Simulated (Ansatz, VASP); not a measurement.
# Cross-check of WC (Qusongite) between VASP and Ansatz, part 2 of 2

One calculation is typed for both programs; each brings its own data sets. How far apart do they land? The cell is taken from a series of runs on this material, whose earlier steps may have relaxed, scaled, displaced or heated it; both programs get it as it stands.

VASP 6.6.1 and Ansatz 0.2.0.

So far: Set-up; VASP: zone-centre phonons, LDA.

### Step 3. Ansatz: zone-centre phonons, LDA

Level of this step: Ansatz beside VASP: Kohn-Sham DFT, plane waves, LDA (Ansatz).

Ansatz runs on its PAW soft_1 files.

The same cell, functional (in two slightly different forms), mesh and smearing now go to Ansatz, which takes its cutoff from its data sets.

File input.yaml:

```yaml
crystal:
  lattice:
    - [2.797411404, 0.0, 0.0]
    - [-1.398705702, 2.4226293407, 0.0]
    - [0.0, 0.0, 2.8475700505]
  atoms:
    - { symbol: C, position: [0.6666666667, 0.3333333333, 0.5] }
    - { symbol: W, position: [0.0, 0.0, 0.0] }
kpoints:
  mp_grid: { grid: [18, 18, 16] }
hamiltonian:
  xc: lda
  pseudopotentials: { kind: paw, azcp: { folder: soft_1 }, xc_functional: pbe }
scf:
  occupations: { method: methfessel_paxton, width: 0.2 }
output:
  eigenvalues: true
phonons:
  method: dfpt
```

Run with:

```console
ansatz run input.yaml --threads 4 --pin off --max-ram 10240MiB --backend cpu --events-out ev --progress --plain --runs-dir out
```

Numbers of over 12 decimals in the logs are rounded to 6 here.

The program printed:

```text
zone centre: on kpoints.mp_grid the ground state, and the responses unless they are solved on pairs of k-points, stand on 819 of the mesh's 5184 k-points, reduced under 4 symmetry operations, with k and −k counted as one. Each operation leaves every solved displacement unchanged or reverses it
Engine: ansatz 0.2.0, aarch64-unknown-linux-gnu
Pseudopotentials: kind: paw
Pseudopotential: C, paw, valence charge 4, recommended cutoff 420 eV (normal), soft_1/C.paw.azcp
Pseudopotential: W, paw, valence charge 14, recommended cutoff 420 eV (normal), soft_1/W.paw.azcp
Functional definition: SPW92
  exchange = slater_x
  correlation = pw_c
Crystal: 2 atoms, lattice volume = 19.298 Å³
Basis set: ecut = 420 eV, 393 PW (Γ), exchange–correlation on 40×40×40 points (8 copies of the dense FFT grid, shifted against one another)
Bands: 13, of which v1, the nominal top of the filled ones, is band 9 counted from 1 (8 counted from 0)
Symmetry: 12 space group operations
k-points: 819 of 5184 (irreducible under 4 space group operations, time reversal used)
Non-local potential: C, projectors of the file, l = 0: 2, l = 1: 2, l = 2: 1
Non-local potential: W, projectors of the file, l = 0: 3, l = 1: 2, l = 2: 2, l = 3: 1
PAW form: soft (Blöchl's): semilocal exchange-correlation on the pseudo side does not see the compensation charge
PAW frozen core: C, regenerated for the run's functional, and the local potential with it (the file was generated under x = pbe(κ = 0.804, μ = 0.219515), c = pbe(β = 0.066725))
PAW frozen core: W, regenerated for the run's functional, and the local potential with it (the file was generated under x = pbe(κ = 0.804, μ = 0.219515), c = pbe(β = 0.066725))
PAW one-centre angular grid: C, 110 points (default); XC on 64 Gauss nodes
PAW one-centre angular grid: W, 590 points (default); XC on 64 Gauss nodes
Initial density: superposition of atomic densities (chi_scale 0.1, normalization cell, long waves kept (reshape's long-wave potential 0.00 eV rms))
Initial wavefunctions: pseudopotential atomic-orbital guess
Functional: x = slater, c = lda
SCF iter   1: F=—  HF=-10375.289623 eV  |F-HF|=—  |Δ(HF+E_count)|=         —  Δρ=1.38e-1  dr2=4.72e0  ethr=3.10e-3  ⟨swp⟩=5.0  Hψ=53010  notcnv=0
preconditioner: auto → none  [metal: Δε(μ)=0.011 eV  Ē_g=11.330 eV  σ=0.200 eV  W_gap=0.05  n_scr=8 (ndim 8)  ℏωp=26.7 eV  f_vac=0.000  D(μ)=0.17/eV (n_scr^D=0)  sad-step TF]
SCF iter   2: F=—  HF=-10374.682053 eV  |F-HF|=—  |Δ(HF+E_count)|=   6.08e-1  S|Δr|=    0.00e0  Δρ=9.64e-2  dr2=2.37e0  ethr=3.10e-3  ⟨swp⟩=2.0  Hψ=20264  notcnv=0
SCF iter   3: F=—  HF=-10374.063617 eV  |F-HF|=—  |Δ(HF+E_count)|=   6.18e-1  S|Δr|=    0.00e0  Δρ=5.93e-3  dr2=3.88e-3  ethr=3.10e-3  ⟨swp⟩=2.4  Hψ=18612  notcnv=0
SCF iter   4: F=—  HF=-10374.064668 eV  |F-HF|=—  |Δ(HF+E_count)|=   1.05e-3  S|Δr|=    0.00e0  Δρ=1.17e-3  dr2=1.27e-4  ethr=2.16e-5  ⟨swp⟩=2.2  Hψ=23547  notcnv=0
SCF iter   5: F=—  HF=-10374.064704 eV  |F-HF|=—  |Δ(HF+E_count)|=   3.61e-5  S|Δr|=    0.00e0  Δρ=1.51e-4  dr2=3.27e-6  ethr=7.04e-7  ⟨swp⟩=2.2  Hψ=14836  notcnv=0
SCF iter   6: F=—  HF=-10374.064704 eV  |F-HF|=—  |Δ(HF+E_count)|=   6.29e-7  S|Δr|=    0.00e0  Δρ=2.41e-5  dr2=6.20e-8  ethr=1.82e-8  ⟨swp⟩=2.7  Hψ=17414  notcnv=0
SCF iter   7: F=—  HF=-10374.064703 eV  |F-HF|=—  |Δ(HF+E_count)|=   1.05e-7  S|Δr|=    0.00e0  Δρ=4.61e-6  dr2=1.16e-9  ethr=3.44e-10  ⟨swp⟩=2.3  Hψ=15442  notcnv=0
SCF iter   8: F=-10374.064703 eV  HF=-10374.064703 eV  |F-HF|=0.00e0  |Δ(HF+E_count)|=  5.46e-11  S|Δr|=    0.00e0  Δρ=3.23e-7  dr2=6.95e-12  ethr=1.00e-12  ⟨swp⟩=4.4  Hψ=52488  notcnv=0
SCF 1 converged in 8 iterations: F = -10374.064703 eV  dr2 = 6.95e-12
  greatest PAW one-centre occupation: 0.999 electrons in one spin orbital (limit 2), on the W atom at site 1 (counted from 0), in its partial waves of l = 0
DFPT response loops at Γ: preconditioner auto → Kerker (q_TF=auto, 2.697 Å⁻¹) (partly filled bands, converged f_vac=0.000); β = 1.00, the filter's whole step (`scf.mixing.beta` (0.50) is not read by the response loops under this deck's `scf.mixing.preconditioner`; to damp them name `kerker` or `kerker_dos`, under which they read `scf.mixing.beta`, and type it under 1.00, their step now; both keys bind the ground state too); Broyden in place of MSR1
SCF converged after 8 iterations
Stability not checked: this state was not tested for a lower state beside it, because cold or Methfessel-Paxton smearing, or corrected tetrahedra, fill the levels in a way that the test cannot read (fill_not_monotonic; see scf.lower_state_search)
Free energy (F): -10374.064703 eV
Harris-Foulkes:  -10374.064703 eV  (|F-HF|=0.00e0)
Internal energy: -10374.065427 eV  (E = F + TS)
E sigma→0 (E₀):  -10374.064884 eV
Entropy (-TS):   0.000724 eV (0.362 meV/atom)
Fermi energy:    21.883078 eV
Step filling:    the computed levels leave a gap of 0.0542 eV = 0.3 smearing widths at the electron count; against every level under it full and every level over it empty, smearing changes F+E_penalty+E_count by +0.353 meV and its σ→0 estimate by +0.172 meV
--- Per-component energies (eV) ---
  E_band       = -36.440383
  E_kinetic    = 516.453576
  E_local      = -554.408507  (includes V_loc(G=0)·N_el)
  E_nonlocal   = 4.274980
  E_hartree    = 233.527627
  E_xc         = -315.927509
  E_vxc        = -293.554406  (∫ρ·V_xc dr)
  E_paw        = -8417.262052  (= ΣΔE_a)
  E_vpaw       = -176.261387  (= ΣTr[D̂ρ^β])
  E_aug_tail   = 0.000152  (compensation charges beyond the density's cutoff)
  E_ewald      = -1841.069776
  E_core_change = 0.346082  (= ΣΔE_core)
  E_smearing   = 0.000724  (= −TS)
  E_closure    = 0.000000  (closes the sum)
  Σ components = -10374.064703   (vs F -10374.064703, Δ=0.00e0)
--- Band table (eV; the first three rows and the last of 819) ---
  k-point 0: bands = [... 5 lower, 17.0373, 18.5230, 18.5230, 21.5846, 25.3288, 25.3288, 27.6711, 27.6711]
  k-point 1: bands = [... 5 lower, 16.9833, 18.5667, 18.5667, 21.5913, 24.9747, 24.9747, 27.8915, 27.8915]
  k-point 2: bands = [... 5 lower, 16.7855, 18.6953, 18.6953, 21.6740, 24.2293, 24.2293, 28.2133, 28.2133]
  k-point 818: bands = [... 5 lower, 15.1351, 15.9136, 19.8327, 20.4317, 26.9887, 28.0260, 28.7545, 31.9737]
--- Phonons (Γ-DFPT): 4 representative perturbations + reference, on 819 of 5184 k-points (Σ response iterations 12) ---
  k mesh reduced under 4 symmetry operations, with k and −k counted as one. Each operation leaves every solved displacement unchanged or reverses it
  ASR residual: 2.288e-4 → 0.000e0 eV/Å²; symmetrization residual: 1.092e-6 eV/Å²
  ASR residual per site (eV/Å²): 1.12e-4 2.29e-4
  Γ frequencies (cm⁻¹): 0.00 0.00 0.00 629.44 664.99 664.99
  non-analytic LO–TO correction: not included (Born effective charges unavailable; polar crystals: no LO–TO splitting at Γ)
```

### Step 4. Differences

Known differences besides the potentials themselves: the two LDA forms differ slightly; the data sets hold 18 valence electrons in Ansatz (on its PAW soft_1 files) and 10 in VASP; the cutoff is 420 eV in Ansatz and 600 eV in VASP; VASP's log shows a relativistic correction to its local exchange, Ansatz's none. Total energies have different zeros and are not compared.

Compared:

```csv
quantity,Ansatz,VASP,difference
optical mode 1 (cm⁻¹),629.4,640.9,-1.79 %
optical mode 2 to 3 (cm⁻¹),665.0,672.9,-1.18 %
```

Modes are paired by rising frequency, not by their patterns, so a pair may set unlike modes beside each other; they are those without the splitting of longitudinal modes.

### Step 5. What came out

* r.m.s. difference of the optical zone-centre modes, each program's sorted by frequency (zone-centre phonons, LDA): 9.3 cm⁻¹
* difference in optical mode 1 (zone-centre phonons, LDA): -1.8 %

In words: The r.m.s. difference of the optical zone-centre modes, each program's sorted by frequency is 9.3 cm⁻¹ (zone-centre phonons, LDA). The data sets hold unlike numbers of valence electrons (18 in Ansatz and 10 in VASP), so part of the differences comes from the potentials. Among the rows given in per cent, the largest difference of the zone-centre phonons, LDA pair is in optical mode 1, -1.8 %. How closely two codes agree says nothing of how well the functional describes the real material.

[Lines on the potential files, build, host, timing and source positions are cut from VASP's logs without a mark.]

[Logs are printed without paths, hosts, clocks, repeated set-up lines and the standing remarks that a program may print on its own settings, such as how far it seeks lower states.]

[Hosts, paths, dates, database ids (printed as entryN), source tags and the programs' standing remarks are cut or masked in the printed files.]
